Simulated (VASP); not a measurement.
# Zr3MoC (Pm-3m) in VASP: a series of runs

One crystal, Zr3MoC, is run at these levels: PBE; tasks: single point, relaxation of cell and atoms.

Everything below comes from runs of VASP 6.6.1. Logs are shortened: lines on timing, memory, paths and dates and some standing lists are left out, and cuts for length are marked.

### Step 1. The cell of the first run

The structure is cubic, space group Pm-3m (No. 221). Conventional cell: a = 4.377 Å, b = 4.377 Å, c = 4.377 Å, α = 90.00°, β = 90.00°, γ = 90.00°. Zr (site symmetry 4/mmm) has 2 C at 2.19 Å as nearest neighbours. Mo (site symmetry m-3m) is surrounded by 12 Zr at 3.10 Å. C (site symmetry m-3m) has 6 Zr at 2.19 Å as nearest neighbours.

The cell was built by a generator and needn't be a form met in nature.

### Step 2. Single point, PBE (species swapped into the Y3PbC type (Pm-3m, No. 221))

INCAR reads:

```
  PREC = Accurate
  ENCUT = 520
  EDIFF = 1E-6
  ISMEAR = 0
  SIGMA = 0.1
  LREAL = F
  LASPH = T
  NELM = 60
  ALGO = Normal
  ISIF = 2
  LWAVE = F
  LCHARG = F
  GGA = PE
  NBANDS = 35
```

KPOINTS reads:

```
Automatic mesh
0
Gamma
  4 4 4
```

POSCAR reads:

```
Zr3MoC
1.0
    4.3772499300      0.0000000000      0.0000000000
    0.0000000000      4.3772499300      0.0000000000
    0.0000000000      0.0000000000      4.3772499300
Zr Mo C
3 1 1
Direct
    0.5000000000      0.0000000000      0.5000000000
    0.0000000000      0.5000000000      0.5000000000
    0.5000000000      0.5000000000      0.0000000000
    0.0000000000      0.0000000000      0.0000000000
    0.5000000000      0.5000000000      0.5000000000
```

Potentials or basis: VASP PAW PBE potentials, release 64 (Zr_sv, Mo_sv, C).

Command:

```
$ cat potpaw_PBE.64/Zr_sv/POTCAR potpaw_PBE.64/Mo_sv/POTCAR potpaw_PBE.64/C/POTCAR > POTCAR
$ mpirun -np 1 vasp_std > vasp.out
```

OUTCAR:

```text
PREC = Accurate
   ENCUT = 520
   EDIFF = 1E-6
   ISMEAR = 0
   LREAL = F
   LASPH = T
   NELM = 60
   ISIF = 2
   GGA = PE

 ion  position               nearest neighbor table
   1  0.500  0.000  0.500-   5 2.19   5 2.19   4 3.10   2 3.10   3 3.10   4 3.10   2 3.10   3 3.10
                             3 3.10   3 3.10   2 3.10   4 3.10   4 3.10   2 3.10
   2  0.000  0.500  0.500-   5 2.19   5 2.19   4 3.10   1 3.10   3 3.10   4 3.10   1 3.10   4 3.10
                             4 3.10   1 3.10   3 3.10   3 3.10   3 3.10   1 3.10
   3  0.500  0.500  0.000-   5 2.19   5 2.19   4 3.10   1 3.10   1 3.10   2 3.10   2 3.10   1 3.10
                             4 3.10   1 3.10   2 3.10   4 3.10   2 3.10   4 3.10
   4  0.000  0.000  0.000-   1 3.10   2 3.10   3 3.10   1 3.10   2 3.10   2 3.10   3 3.10   2 3.10
                             1 3.10   3 3.10   1 3.10   3 3.10
   5  0.500  0.500  0.500-   1 2.19   2 2.19   3 2.19   3 2.19   1 2.19   2 2.19

  LATTYP: Found a simple cubic cell.
 ALAT       =     4.3772499300

  Lattice vectors:

 A1 = (   4.3772499300,   0.0000000000,   0.0000000000)
 A2 = (   0.0000000000,   4.3772499300,   0.0000000000)
 A3 = (   0.0000000000,   0.0000000000,   4.3772499300)

Analysis of symmetry for initial positions (statically):
=====================================================================
 Subroutine PRICEL returns:
 Original cell was already a primitive cell.

 Routine SETGRP: Setting up the symmetry group for a
 simple cubic supercell.

 Subroutine GETGRP returns: Found 48 space group operations
 (whereof 48 operations were pure point group operations)
 out of a pool of 48 trial point group operations.

The static configuration has the point symmetry O_h .

Analysis of symmetry for dynamics (positions and initial velocities):
=====================================================================
 Subroutine PRICEL returns:
 Original cell was already a primitive cell.

 Routine SETGRP: Setting up the symmetry group for a
 simple cubic supercell.

 Subroutine GETGRP returns: Found 48 space group operations
 (whereof 48 operations were pure point group operations)
 out of a pool of 48 trial point group operations.

The dynamic configuration has the point symmetry O_h .

 Subroutine INISYM returns: Found 48 space group operations
 (whereof 48 operations are pure point group operations),
 and found     1 'primitive' translations

----------------------------------------------------------------------------------------

                                     Primitive cell

  volume of cell :      83.8695

  direct lattice vectors                    reciprocal lattice vectors
     4.377249930  0.000000000  0.000000000     0.228453942  0.000000000  0.000000000
     0.000000000  4.377249930  0.000000000     0.000000000  0.228453942  0.000000000
     0.000000000  0.000000000  4.377249930     0.000000000  0.000000000  0.228453942

  length of vectors
     4.377249930  4.377249930  4.377249930     0.228453942  0.228453942  0.228453942

  position of ions in fractional coordinates (direct lattice)
     0.500000000  0.000000000  0.500000000
     0.000000000  0.500000000  0.500000000
     0.500000000  0.500000000  0.000000000
     0.000000000  0.000000000  0.000000000
     0.500000000  0.500000000  0.500000000

  ion indices of the primitive-cell ions
   primitive index   ion index
                 1           1
                 2           2
                 3           3
                 4           4
                 5           5

----------------------------------------------------------------------------------------

 KPOINTS: Automatic mesh

Automatic generation of k-mesh.
 Grid dimensions read from file:
 generate k-points for:    4    4    4

 Generating k-lattice:

  Cartesian coordinates                     Fractional coordinates (reciprocal lattice)
     0.057113485  0.000000000  0.000000000     0.250000000  0.000000000  0.000000000
     0.000000000  0.057113485  0.000000000     0.000000000  0.250000000  0.000000000
     0.000000000  0.000000000  0.057113485     0.000000000  0.000000000  0.250000000

  Length of vectors
     0.057113485  0.057113485  0.057113485

  Shift w.r.t. Gamma in fractional coordinates (k-lattice)
     0.000000000  0.000000000  0.000000000

 Subroutine IBZKPT returns following result:
 ===========================================

 Found     10 irreducible k-points:

 Following reciprocal coordinates:
            Coordinates               Weight
  0.000000  0.000000  0.000000      1.000000
  0.250000  0.000000  0.000000      6.000000
  0.500000  0.000000  0.000000      3.000000
  0.250000  0.250000  0.000000     12.000000
  0.500000  0.250000  0.000000     12.000000
  0.500000  0.500000  0.000000      3.000000
  0.250000  0.250000  0.250000      8.000000
  0.500000  0.250000  0.250000     12.000000
  0.500000  0.500000  0.250000      6.000000
  0.500000  0.500000  0.500000      1.000000
   k-points           NKPTS =     10   k-points in BZ     NKDIM =     10   number of bands    NBANDS=     35
   number of dos      NEDOS =    301   number of ions     NIONS =      5
   total plane-waves  NPLWV =  46656
   dimension x,y,z NGX =    36 NGY =   36 NGZ =   36
   dimension x,y,z NGXF=    72 NGYF=   72 NGZF=   72
   ions per type =               3   1   1
   NGX,Y,Z   is equivalent  to a cutoff of  13.67, 13.67, 13.67 a.u.
   NGXF,Y,Z  is equivalent  to a cutoff of  27.35, 27.35, 27.35 a.u.
 SYSTEM =  unknown system
   PREC   = accura    normal or accurate (medium, high low for compatibility)
   ISTART =      0    job   : 0-new  1-cont  2-samecut
   ICHARG =      2    charge: 1-file 2-atom 10-const
   ISPIN  =      1    spin polarized calculation?
   LNONCOLLINEAR =      F non collinear calculations
   LSORBIT =      F    spin-orbit coupling
   LASPH  =      T    aspherical Exc in radial PAW
   ENCUT  =  520.0 eV  38.22 Ry    6.18 a.u.   8.14  8.14  8.14*2*pi/ulx,y,z
   NELM   =     60;   NELMIN=  2; NELMDL= -5     # of ELM steps
   EDIFF  = 0.1E-05   stopping-criterion for ELM
   LREAL  =      F    real-space projection
   EDIFFG = 0.1E-04   stopping-criterion for IOM
   NSW    =      0    number of steps for IOM
   IBRION =     -1    ionic relax: 0-MD 1-quasi-New 2-CG
   NFREE  =      0    steps in history (QN), initial steepest desc. (CG)
   ISIF   =      2    stress and relaxation
   ISYM   =      2    0-nonsym 1-usesym 2-fastsym
   POTIM  = 0.5000    time-step for ionic-motion
   TEBEG  =    0.0;   TEEND  =   0.0 temperature during run
   PSTRESS=    0.0 pullay stress
   NELECT =      54.0000    total number of electrons
   NUPDOWN=      -1.0000    fix difference up-down
   EMIN   =  10.00;   EMAX   =-10.00  energy-range for DOS
   EFERMI =   0.00;   METHOD = LEGACY
   ISMEAR =     0;   SIGMA  =   0.10  broadening in eV -4-tet -1-fermi 0-gaus
   EFERMI_NEDOS =   21; number of points for ismear=-14 and -15
   IALGO  =     38    algorithm
   IMIX   =      4    mixing-type and parameters
     AMIX     =   0.40;   BMIX     =  1.00
     AMIX_MAG =   1.60;   BMIX_MAG =  1.00
  volume/ion in A,a.u.               =      16.77       113.20
  Fermi-wavevector in a.u.,A,eV,Ry     =   1.413638  2.671388 27.189490  1.998371
  Thomas-Fermi vector in A             =   2.535262
   LORBIT       =      0    0 simple, 1 ext, 2 COOP (PROOUT), +10 PAW based schemes
   GGA     = PE    functional components
   LHFCALC =     F    Hartree Fock is set to
   AEXX    =    0.0000 exact exchange contribution
   IVDW    =     0    specifies the selected vdW correction
   LEPSILON=     F    determine dielectric tensor
   LRPA    =     F    only Hartree local field effects (RPA)
 non-spin polarized calculation
 Gauss-broadening in eV      SIGMA  =   0.10
  energy-cutoff  :      520.00
  volume of cell :       83.87
 maximum number of plane-waves:      2301
 NGX is ok and might be reduce to    36
   NGX = 17   NGY = 17   NGZ = 17

 number of electron      53.9999998 magnetization

 Free energy of the ion-electron system (eV)
  ---------------------------------------------------
  ext. energy  EPLUGINS =         0.00000000
  ---------------------------------------------------
  free energy    TOTEN  =       -45.96490232 eV

  energy without entropy =      -45.94977136  energy(sigma->0) =      -45.95733684

 E-fermi :  10.2424     XC(G=0): -12.0253

 val. band max:       10.1881141539   @ k =   0.2500   0.2500   0.0000
 cond. band min:      10.3131879154   @ k =   0.5000   0.5000   0.2500
 fundamental gap:      0.1250737615
 Fermi energy:        10.2423914589

 k-point     1 :       0.0000    0.0000    0.0000
  band No.  band energies     occupation
      1     -50.2026      2.00000
      2     -38.0366      2.00000
      3     -37.8063      2.00000
      4     -37.8063      2.00000
      5     -24.2951      2.00000
      6     -24.2951      2.00000
[... 27 lines left out ...]
     34      15.1075      0.00000
     35      15.1075      0.00000

 k-point     2 :       0.2500    0.0000    0.0000
  band No.  band energies     occupation
      1     -50.2024      2.00000
      2     -38.0079      2.00000
      3     -37.8360      2.00000
      4     -37.8059      2.00000
      5     -24.2938      2.00000
      6     -24.2936      2.00000
[... 27 lines left out ...]
     34      13.2314      0.00000
     35      14.3704      0.00000

 k-point     3 :       0.5000    0.0000    0.0000
  band No.  band energies     occupation
      1     -50.2023      2.00000
      2     -37.9615      2.00000
      3     -37.8835      2.00000
      4     -37.8055      2.00000
      5     -24.2926      2.00000
      6     -24.2921      2.00000
[... 27 lines left out ...]
     34      13.1515      0.00000
     35      13.6046      0.00000
[... 191 lines left out ...]
 k-point     9 :       0.5000    0.5000    0.2500
  band No.  band energies     occupation
      1     -50.2020      2.00000
      2     -37.8826      2.00000
      3     -37.8825      2.00000
      4     -37.8825      2.00000
      5     -24.3005      2.00000
      6     -24.3005      2.00000
[... 27 lines left out ...]
     34      13.4901      0.00000
     35      14.1014      0.00000

 k-point    10 :       0.5000    0.5000    0.5000
  band No.  band energies     occupation
      1     -50.2019      2.00000
      2     -37.8819      2.00000
      3     -37.8819      2.00000
      4     -37.8819      2.00000
      5     -24.3033      2.00000
      6     -24.3033      2.00000
[... 27 lines left out ...]
     34      14.0851      0.00000
     35      14.0851      0.00000

------------------------ aborting loop because EDIFF is reached ----------------------------------------

  FORCE on cell =-STRESS in cart. coord.  units (eV):
  Direction    XX          YY          ZZ          XY          YZ          ZX
  --------------------------------------------------------------------------------------
  -------------------------------------------------------------------------------------
  Total        8.5818838      8.5818838      8.5818838      0.0000000     -0.0000000      0.0000000
  in kB      163.9416027    163.9416027    163.9416027      0.0000000     -0.0000000      0.0000000
  external PRESSURE =     163.9416027 kB  Pullay stress =       0.0000000 kB

 VOLUME and BASIS-vectors are now :
 -----------------------------------------------------------------------------
  energy-cutoff  :      520.00
  volume of cell :       83.87
      direct lattice vectors                 reciprocal lattice vectors
     4.377249930  0.000000000  0.000000000     0.228453942  0.000000000  0.000000000
     0.000000000  4.377249930  0.000000000     0.000000000  0.228453942  0.000000000
     0.000000000  0.000000000  4.377249930     0.000000000  0.000000000  0.228453942

 POSITION                                       TOTAL-FORCE (eV/Angst)
 -----------------------------------------------------------------------------------
      2.18862      0.00000      2.18862         0.000000      0.000000      0.000000
      0.00000      2.18862      2.18862         0.000000      0.000000      0.000000
      2.18862      2.18862      0.00000         0.000000      0.000000      0.000000
      0.00000      0.00000      0.00000         0.000000      0.000000      0.000000
      2.18862      2.18862      2.18862         0.000000      0.000000      0.000000
 -----------------------------------------------------------------------------------
    total drift:                                0.000000      0.000000      0.000000

  FREE ENERGIE OF THE ION-ELECTRON SYSTEM (eV)
  ---------------------------------------------------
  free  energy   TOTEN  =       -45.9649023241 eV

  energy  without entropy=      -45.9497713597  energy(sigma->0) =      -45.95733684
```

It took 15 s on 1 thread of Intel Xeon 6975P-C (Granite Rapids), shared host; peak memory 0.2 GiB.

Results:

| Item | Value |
| --- | --- |
| Free energy | -45.9649 eV |
| Pressure | 16.4 GPa |
| Band gap on the k mesh | none (metal or under the smearing width) |

Caveat: so large a pressure means that the cell lies far from this level's equilibrium, or that cutoff or potentials fall short.

### Step 3. Single point, PBE (species swapped into the Y3PbC type (Pm-3m, No. 221))

INCAR reads:

```
SYSTEM = Zr3MoC
PREC = Accurate
ENCUT = 520
EDIFF = 1E-6
ISMEAR = 0
SIGMA = 0.1
LREAL = .False.
LASPH = .True.
NELM = 80
ALGO = Normal
ISIF = 2
LWAVE = .False.
LCHARG = .True.
GGA = PE
LELF = .True.
LVHAR = .True.
NBANDS = 35
```

KPOINTS reads:

```
regular mesh
0
Gamma
  4 4 4
  0 0 0
```

Changes to POSCAR since step 2:

```diff
@@ -2,5 +2,5 @@
 1.0
-    4.3772499300      0.0000000000      0.0000000000
-    0.0000000000      4.3772499300      0.0000000000
-    0.0000000000      0.0000000000      4.3772499300
+    4.5108380252      0.0000000000      0.0000000000
+    0.0000000000      4.5108380252      0.0000000000
+    0.0000000000      0.0000000000      4.5108380252
 Zr Mo C
```

Potentials or basis: VASP PAW PBE potentials, release 64 (Zr_sv, Mo_sv, C).

Command:

```
$ cat potpaw_PBE.64/Zr_sv/POTCAR potpaw_PBE.64/Mo_sv/POTCAR potpaw_PBE.64/C/POTCAR > POTCAR
$ mpirun -np 1 vasp_std > vasp.out
```

Run time: 16 s. Hardware: 1 thread of Intel Xeon 6975P-C (Granite Rapids), shared host; peak memory 0.21 GiB.

It converged, with:

```
Free energy            : -46.3509 eV
Pressure               : 0.3 GPa
Band gap on the k mesh : none (metal or under the smearing width)
```

Levels at points of the mesh, in eV from the Fermi level:
| k point | band 23 | band 24 | band 25 | band 26 | band 27 | band 28 | band 29 | band 30 | band 31 | band 32 |
| --- | --- | --- | --- | --- | --- | --- | --- | --- | --- | --- |
| (0.00, 0.00, 0.00) | -2.35 | -0.67 | -0.67 | -0.67 | 0.52 | 0.52 | 0.52 | 2.50 | 2.50 | 4.18 |
| (0.50, 0.00, 0.00) | -1.90 | -1.34 | -0.97 | -0.44 | -0.44 | 0.26 | 0.26 | 0.44 | 1.39 | 2.66 |
| (0.50, 0.50, 0.00) | -1.02 | -1.02 | -0.89 | -0.89 | -0.82 | -0.44 | 0.45 | 0.93 | 0.93 | 2.15 |
| (0.50, 0.50, 0.50) | -1.47 | -1.47 | -0.12 | -0.12 | 1.00 | 1.00 | 1.00 | 1.01 | 1.01 | 1.01 |

### Step 4. Relaxation of cell and atoms, PBE (species swapped into the Y3PbC type (Pm-3m, No. 221))

INCAR reads:

```
PREC = Accurate
ENCUT = 600
EDIFF = 1E-7
ISMEAR = 0
SIGMA = 0.1
LREAL = F
LASPH = T
NELM = 100
ALGO = Normal
ISIF = 3
LWAVE = F
LCHARG = F
GGA = PE
IBRION = 2
NSW = 90
EDIFFG = -0.04
```

KPOINTS reads:

```
regular mesh
0
Gamma
  4 4 4
```

Changes to POSCAR since step 3:

```diff
@@ -2,5 +2,5 @@
 1.0
-    4.5108380252      0.0000000000      0.0000000000
-    0.0000000000      4.5108380252      0.0000000000
-    0.0000000000      0.0000000000      4.5108380252
+    4.3772499300      0.0000000000      0.0000000000
+    0.0000000000      4.3772499300      0.0000000000
+    0.0000000000      0.0000000000      4.3772499300
 Zr Mo C
```

Potentials or basis: VASP PAW PBE potentials, release 64 (Zr_sv, Mo_sv, C).

Command:

```
$ cat potpaw_PBE.64/Zr_sv/POTCAR potpaw_PBE.64/Mo_sv/POTCAR potpaw_PBE.64/C/POTCAR > POTCAR
$ mpirun -np 1 vasp_std > vasp.out
```

OUTCAR:

```text
PREC = Accurate
   ENCUT = 600
   EDIFF = 1E-7
   ISMEAR = 0
   LREAL = F
   LASPH = T
   NELM = 100
   ISIF = 3
   GGA = PE
   IBRION = 2
   NSW = 90
   EDIFFG = -0.04

 ion  position               nearest neighbor table
   1  0.500  0.000  0.500-   5 2.19   5 2.19   4 3.10   2 3.10   3 3.10   4 3.10   2 3.10   3 3.10
                             3 3.10   3 3.10   2 3.10   4 3.10   4 3.10   2 3.10
   2  0.000  0.500  0.500-   5 2.19   5 2.19   4 3.10   1 3.10   3 3.10   4 3.10   1 3.10   4 3.10
                             4 3.10   1 3.10   3 3.10   3 3.10   3 3.10   1 3.10
   3  0.500  0.500  0.000-   5 2.19   5 2.19   4 3.10   1 3.10   1 3.10   2 3.10   2 3.10   1 3.10
                             4 3.10   1 3.10   2 3.10   4 3.10   2 3.10   4 3.10
   4  0.000  0.000  0.000-   1 3.10   2 3.10   3 3.10   1 3.10   2 3.10   2 3.10   3 3.10   2 3.10
                             1 3.10   3 3.10   1 3.10   3 3.10
   5  0.500  0.500  0.500-   1 2.19   2 2.19   3 2.19   3 2.19   1 2.19   2 2.19

  LATTYP: Found a simple cubic cell.
 ALAT       =     4.3772499300

  Lattice vectors:
[... 181 lines left out ...]

 k-point     1 :       0.0000    0.0000    0.0000
  band No.  band energies     occupation
      1     -50.2028      2.00000
      2     -38.0371      2.00000
      3     -37.8068      2.00000
      4     -37.8068      2.00000
      5     -24.2957      2.00000
      6     -24.2957      2.00000
[... 455 lines left out ...]
--------------------------------------- Ionic step        4  -------------------------------------------

 number of electron      54.0000004 magnetization

 Free energy of the ion-electron system (eV)
  ---------------------------------------------------
  ext. energy  EPLUGINS =         0.00000000
  ---------------------------------------------------
  free energy    TOTEN  =       -46.34618817 eV

  energy without entropy =      -46.32042303  energy(sigma->0) =      -46.33330560

 E-fermi :   9.1003     XC(G=0): -11.5790

 val. band max:        9.0623041521   @ k =   0.2500   0.0000   0.0000
 cond. band min:       9.1583501771   @ k =   0.5000   0.5000   0.2500
 fundamental gap:      0.0960460250
 Fermi energy:         9.1003205091

 k-point     1 :       0.0000    0.0000    0.0000
  band No.  band energies     occupation
      1     -51.4365      2.00000
      2     -39.3861      2.00000
      3     -39.2301      2.00000
      4     -39.2301      2.00000
      5     -25.4956      2.00000
      6     -25.4956      2.00000
[... 371 lines left out ...]
  FREE ENERGIE OF THE ION-ELECTRON SYSTEM (eV)
  ---------------------------------------------------
  free  energy   TOTEN  =       -46.3461881719 eV

  energy  without entropy=      -46.3204230301  energy(sigma->0) =      -46.33330560

 reached required accuracy - stopping structural energy minimisation
```

Run time: 56 s. Hardware: 1 thread of Intel Xeon 6975P-C (Granite Rapids), shared host; peak memory 0.23 GiB.

Results:

* Free energy: -46.3462 eV
* Relaxed volume: 18.39 Å³/atom
* Relaxed cell: a = 4.514 Å, b = 4.514 Å, c = 4.514 Å, α = 90.00°, β = 90.00°, γ = 90.00°
* Space group after relaxing (to 0.05 Å): Pm-3m (No. 221)
* Energy gained by relaxing: 76.0 meV/atom
* Ionic steps: 4
* Pressure after relaxing: -0.1 GPa
* Band gap on the k mesh: none (metal or under the smearing width)

Step by step:
| step | energy change (eV) | largest force (eV/Å) | pressure (GPa) | volume (Å³) |
| --- | --- | --- | --- | --- |
| 1 | 0.0000 | 0.0000 | 16.35 | 83.87 |
| 2 | 0.4529 | 0.0000 | -16.38 | 106.41 |
| 3 | -0.3795 | 0.0000 | -0.54 | 92.26 |
| 4 | -0.3801 | 0.0000 | -0.06 | 91.96 |

Final structure:
```
CELL_PARAMETERS angstrom
4.51366 0.00000 0.00000
0.00000 4.51366 0.00000
0.00000 0.00000 4.51366
ATOMIC_POSITIONS crystal
Zr 0.50000 0.00000 0.50000
Zr 0.00000 0.50000 0.50000
Zr 0.50000 0.50000 0.00000
Mo 0.00000 0.00000 0.00000
C 0.50000 0.50000 0.50000
```
